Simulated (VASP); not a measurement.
Here is the system:

```
La3TlC
1.0
    5.32515     0.00000     0.00000
    0.00000     5.32515     0.00000
    0.00000     0.00000     5.32515
La Tl C
3 1 1
Direct
  0.50000   0.00000   0.50000
  0.00000   0.50000   0.50000
  0.50000   0.50000   0.00000
  0.00000   0.00000   0.00000
  0.50000   0.50000   0.50000
```

Computed with LDA (Ceperley-Alder, Perdew-Zunger), VASP's LDA PAW potentials (set 64) (plane waves; VASP). Run with 400 eV cut-off, 5×5×5 Γ-centred mesh, Gaussian smearing of 0.27 eV, potentials La Tl_d C.

Problem. Give the energies of bands 18 to 29 at the high-symmetry points, in eV from the Fermi level.

Solution. 
| band | Γ | X | M | R |
|---|---|---|---|---|
| 18 | -9.08 | -8.25 | -7.50 | -6.79 |
| 19 | -6.31 | -5.71 | -5.58 | -5.93 |
| 20 | -0.43 | -2.09 | -2.50 | -2.85 |
| 21 | -0.43 | -2.02 | -2.50 | -2.85 |
| 22 | -0.35 | -0.45 | -0.97 | -2.85 |
| 23 | -0.35 | -0.45 | -0.97 | 0.30 |
| 24 | -0.35 | -0.40 | -0.89 | 0.30 |
| 25 | -0.04 | -0.40 | -0.87 | 0.30 |
| 26 | -0.04 | -0.12 | 1.21 | 1.34 |
| 27 | -0.04 | 0.82 | 1.21 | 1.36 |
| 28 | 0.94 | 1.39 | 1.32 | 1.39 |
| 29 | 0.94 | 1.48 | 1.33 | 1.58 |

It has no gap at this level: it comes out as a metal or semimetal.

The structure comes from a computed database's La3TlC entry (Pm-3m); how it stands against other phases isn't given here. The cell was not relaxed at this level.
